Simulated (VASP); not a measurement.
Level of theory: PBEsol GGA, VASP's PBE PAW potentials (set 64) (plane waves; VASP).

Input for VASP

INCAR:
```
! general
SYSTEM   =  Cd4Se3Te
PREC     =  Accurate
ENCUT    =  400
LREAL    =  .False.   ! projection in real space or not
LASPH    =  .True.   ! aspherical one-centre terms

! electronic loop
EDIFF    =  1E-7
NELM     =  100
ALGO     =  Normal   ! blocked Davidson
LMAXMIX  =  4   ! l cut-off of mixed one-centre charges

! smearing
ISMEAR   =  -5

! functional
GGA      =  PS   ! PBEsol

! ions
ISIF     =  2

! output
LWAVE    =  .False.
LCHARG   =  .True.
LORBIT   =  11   ! lm-projected
NEDOS    =  601

! other
LEFG     =  .True.
```

### POSCAR
```
Cd4Se3Te
1
    0.0021476854     6.1873806698     6.1734904484
    6.1873806698     0.0021476854     6.1734904484
    3.0947641775     3.0947641775     0.0000000000
Cd Te Se
4 1 3
Direct
  0.9904003481   0.9904003481   0.0191993038
  0.9945053422   0.5143153625   0.9911792953
  0.5143153625   0.9945053422   0.9911792953
  0.5007247951   0.5007247951   0.9985504097
  0.1261445641   0.1261445641   0.2477108717
  0.1268832566   0.6228750351   0.2502417083
  0.6228750351   0.1268832566   0.2502417083
  0.6241512962   0.6241512962   0.2516974076
```

**KPOINTS**
```
Regular mesh
0
G
4 4 7
```

POTCAR, in this order: Cd Te Se (PBE.64 set). Program: vasp_std.

Unless said otherwise, spin-orbit coupling is left out, though it shifts the bands of the heavy elements here.

### Question
Estimate the energy per atom (σ→0), band gap (on the k-mesh).

### Answer

* **energy per atom (σ→0)**: -2.989 eV/atom
* **band gap (on the k-mesh)**: 0.23 eV

OSZICAR:
```
...
DAV:  10    -0.239117733003E+02   -0.32375E-04   -0.11526E-03  3688   0.256E-01    0.154E-01
DAV:  11    -0.239119014128E+02   -0.12811E-03   -0.11174E-03  3351   0.205E-01    0.637E-02
DAV:  12    -0.239118481365E+02    0.53276E-04   -0.27689E-04  3428   0.117E-01    0.187E-02
DAV:  13    -0.239118523798E+02   -0.42432E-05   -0.21525E-05  3519   0.207E-02    0.996E-03
DAV:  14    -0.239118574212E+02   -0.50414E-05   -0.69993E-06  3382   0.140E-02    0.952E-03
DAV:  15    -0.239118573000E+02    0.12114E-06   -0.72085E-07  3756   0.658E-03    0.258E-03
DAV:  16    -0.239118572865E+02    0.13535E-07   -0.30650E-07  2503   0.231E-03
   1 F= -.23911857E+02 E0= -.23911857E+02  d E =0.000000E+00
```

The structure was generated: Cd4Se3Te was put into an ordered model structure (Amm2), which need not be its known phase. It was relaxed first.
